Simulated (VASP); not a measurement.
Level of theory: LDA (Ceperley-Alder, Perdew-Zunger), VASP's LDA PAW potentials (set 64) (plane waves; VASP).

A VASP calculation is set up with these files.

KPOINTS:
```
Automatic mesh
0
Gamma
19 19 19
0 0 0
```

POSCAR:
```
Rh
1
    0.0000000000     1.8784337432     1.8784337432
    1.8784337432     0.0000000000     1.8784337432
    1.8784337432     1.8784337432     0.0000000000
Rh
1
Direct
  0.0000000000   0.0000000000   0.0000000000
```

### INCAR
```
LCHARG  =  .TRUE.
LORBIT  =  11
NEDOS  =  601   ! DOS grid
ISMEAR  =  -5   ! tetrahedra, Bloechl
SYSTEM  =  Rh
EDIFF  =  1E-7
LMAXMIX  =  4   ! l cut-off of mixed one-centre charges
LWAVE  =  .FALSE.
LASPH  =  .TRUE.   ! aspherical one-centre terms
NELM  =  100   ! most electronic steps
ENCUT  =  520   ! plane-wave cut-off (eV)
LREAL  =  .FALSE.   ! projection in real space or not
PREC  =  Accurate
ALGO  =  Normal
ISIF  =  2
```

POTCAR, in this order: Rh_pv (LDA.64 set). Program: vasp_std.

What VASP printed:

### OSZICAR
```
       N       E                     dE             d eps       ncg     rms          rms(c)
DAV:   1     0.113119883183E+03    0.11312E+03   -0.93698E+03  4862   0.147E+03
DAV:   2    -0.771857662143E+01   -0.12084E+03   -0.11587E+03  4963   0.389E+02
DAV:   3    -0.924129280550E+01   -0.15227E+01   -0.15143E+01  5629   0.492E+01
DAV:   4    -0.925028059282E+01   -0.89878E-02   -0.90044E-02  5305   0.391E+00
DAV:   5    -0.925041788055E+01   -0.13729E-03   -0.13785E-03  5561   0.449E-01    0.116E+01
DAV:   6    -0.871283591851E+01    0.53758E+00   -0.12334E+00  5044   0.165E+01    0.398E+00
DAV:   7    -0.868942712118E+01    0.23409E-01   -0.24172E-02  5584   0.198E+00    0.186E+00
DAV:   8    -0.868399228519E+01    0.54348E-02   -0.49357E-03  5095   0.118E+00    0.204E-01
DAV:   9    -0.868384394922E+01    0.14834E-03   -0.16290E-04  5737   0.215E-01    0.508E-02
DAV:  10    -0.868385165030E+01   -0.77011E-05   -0.38296E-06  5353   0.283E-02    0.335E-03
DAV:  11    -0.868385083114E+01    0.81916E-06   -0.22477E-07  4671   0.679E-03    0.834E-04
DAV:  12    -0.868385080563E+01    0.25515E-07   -0.12748E-08  2783   0.189E-03
   1 F= -.86838508E+01 E0= -.86838508E+01  d E =0.000000E+00
```

File OUTCAR:
```
------------------------ aborting loop because EDIFF is reached ----------------------------------------
  FORCE on cell =-STRESS in cart. coord.  units (eV):
  Direction    XX          YY          ZZ          XY          YZ          ZX
  --------------------------------------------------------------------------------------
  Total        0.0049865      0.0049865      0.0049865     -0.0000000     -0.0000000      0.0000000
  in kB        0.6026852      0.6026852      0.6026852     -0.0000000     -0.0000000      0.0000000
  external PRESSURE =       0.6026852 kB  Pullay stress =       0.0000000 kB
  volume of cell :       13.26
      direct lattice vectors                 reciprocal lattice vectors
     0.000000000  1.878433743  1.878433743    -0.266179205  0.266179205  0.266179205
     1.878433743  0.000000000  1.878433743     0.266179205 -0.266179205  0.266179205
     1.878433743  1.878433743  0.000000000     0.266179205  0.266179205 -0.266179205
 POSITION                                       TOTAL-FORCE (eV/Angst)
 -----------------------------------------------------------------------------------
      0.00000      0.00000      0.00000        -0.000000     -0.000000     -0.000000
 -----------------------------------------------------------------------------------
    total drift:                               -0.000000     -0.000000     -0.000000
  FREE ENERGIE OF THE ION-ELECTRON SYSTEM (eV)
  ---------------------------------------------------
  free  energy   TOTEN  =        -8.6838508056 eV

  energy  without entropy=       -8.6838508056  energy(sigma->0) =       -8.68385081

 total charge

# of ion       s       p       d       tot
------------------------------------------
    1        0.431   6.329   7.096  13.856
```
(Selected blocks of OUTCAR.)

For a metal the tetrahedron method with Blöchl corrections gives inexact stress and forces.

The compound is Rh in the fcc structure. It was relaxed first.
